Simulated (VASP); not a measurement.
An input for Ansatz (written as the equivalent of a VASP run, and not itself run):

Ansatz 0.2 input:
```yaml
crystal:
  lattice:
    - [0.0000000, 2.0772653, 2.0772653]
    - [2.0772653, 0.0000000, 2.0772653]
    - [2.0772653, 2.0772653, 0.0000000]
  atoms:
    - { symbol: Au, position: [0.0000000, 0.0000000, 0.0000000] }
kpoints:
  mp_grid: { grid: [15, 15, 15] }
hamiltonian:
  xc: pbe
  pseudopotentials: { kind: paw }
scf:
  occupations: { method: methfessel_paxton, width: 0.1 }
  max_iter: 100
relax:
  max_steps: 40
  f_tol: 0.02
  cell: {}
output: { forces: true, stress: true, eigenvalues: true }
```

### Question
Write the VASP files for the same calculation (PBE).

### Answer
Several could match; the one computed here: 
### POSCAR
```
Au
1
    0.0000000000     2.0772652832     2.0772652832
    2.0772652832     0.0000000000     2.0772652832
    2.0772652832     2.0772652832     0.0000000000
Au
1
Direct
  0.0000000000   0.0000000000   0.0000000000
```

### INCAR
```
ALGO  =  Normal
EDIFF  =  1E-6
EDIFFG  =  -0.02
ENCUT  =  500
GGA  =  PE
IBRION  =  2
ISIF  =  3
ISMEAR  =  1
LASPH  =  .TRUE.
LCHARG  =  .FALSE.
LMAXMIX  =  6
LREAL  =  .FALSE.
LWAVE  =  .FALSE.
NELM  =  100
NSW  =  40
PREC  =  Accurate
SIGMA  =  0.1
SYSTEM  =  Au
```

File KPOINTS:
```
Automatic
0
gamma
  15 15 15
```

POTCAR, in this order: Au (PBE.64 set). Program: vasp_std.

What does not carry over: each code has its own PAW files, so the cut-off isn't converted (ENCUT is set for VASP's; basis.ecutwfc is left out, and Ansatz then takes the one that its files recommend); Ansatz stops its SCF on the density residual and VASP on the energy change (EDIFF).

The compound is Au in the fcc structure. It was relaxed first, which changed the volume by +6 %.
